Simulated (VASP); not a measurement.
The input files of a VASP run:

File POSCAR:
```
C
1
    1.2338911399    -2.1371616476    -0.0000000000
    1.2338911399     2.1371616476    -0.0000000000
    0.0000000000    -0.0000000000     6.4758795199
C
4
Direct
  0.0000000000   0.0000000000   0.2500000000
  0.0000000000   0.0000000000   0.7500000000
  0.3333330000   0.6666670000   0.2500000000
  0.6666670000   0.3333330000   0.7500000000
```

### INCAR
```
# general
SYSTEM   = C
PREC     = Accurate
ENCUT    = 520
LREAL    = .FALSE.
LASPH    = .TRUE.

# electronic loop
EDIFF    = 1E-6
NELM     = 100
ALGO     = Normal

# smearing
ISMEAR   = 1
SIGMA    = 0.1

# functional
GGA      = CX
LUSE_VDW = .TRUE.
AGGAC    = 0.0

# ions
IBRION   = 2
NSW      = 60
ISIF     = 3
EDIFFG   = -0.02

# output
LWAVE    = .FALSE.
LCHARG   = .FALSE.
```

KPOINTS:
```
Automatic mesh
0
Gamma
13 13 5
0 0 0
```

POTCAR, in this order: C (PBE.64 set). Program: vasp_std.

Problem. Write an equivalent input for Quantum ESPRESSO's pw.x.

Solution. One equivalent input (not run):
```
&CONTROL
  calculation = 'vc-relax'
  pseudo_dir = './pseudo'
  outdir = './out'
  tprnfor = .true.
  tstress = .true.
  nstep = 60
  forc_conv_thr = 0.00078
/
&SYSTEM
  ibrav = 0
  nat = 4
  ntyp = 1
  ecutwfc = 82
  occupations = 'smearing'
  smearing = 'methfessel-paxton'
  degauss = 0.00735
  input_dft = 'vdw-df-cx'
/
&ELECTRONS
  conv_thr = 7.3e-08
  electron_maxstep = 100
/
&IONS
/
&CELL
/
ATOMIC_SPECIES
  C 12.011 C.upf
CELL_PARAMETERS angstrom
     1.2338911   -2.1371616   -0.0000000
     1.2338911    2.1371616   -0.0000000
     0.0000000   -0.0000000    6.4758795
ATOMIC_POSITIONS crystal
  C    0.0000000  0.0000000  0.2500000
  C    0.0000000  0.0000000  0.7500000
  C    0.3333330  0.6666670  0.2500000
  C    0.6666670  0.3333330  0.7500000
K_POINTS automatic
  13 13 5 0 0 0
```
The two are equivalent in intent, not identical: the potentials are each code's own (VASP's PAW set, PseudoDojo norm-conserving files in pw.x), so ENCUT and ecutwfc are chosen apart and not converted; conv_thr bounds pw.x's estimated SCF error, while EDIFF bounds the energy change between steps; forc_conv_thr acts on force components and is met together with etot_conv_thr.

The compound is C in the graphite structure. This run relaxes it. Symmetry was kept, so distortions that lower it aren't found. The start is the result of an earlier pass.
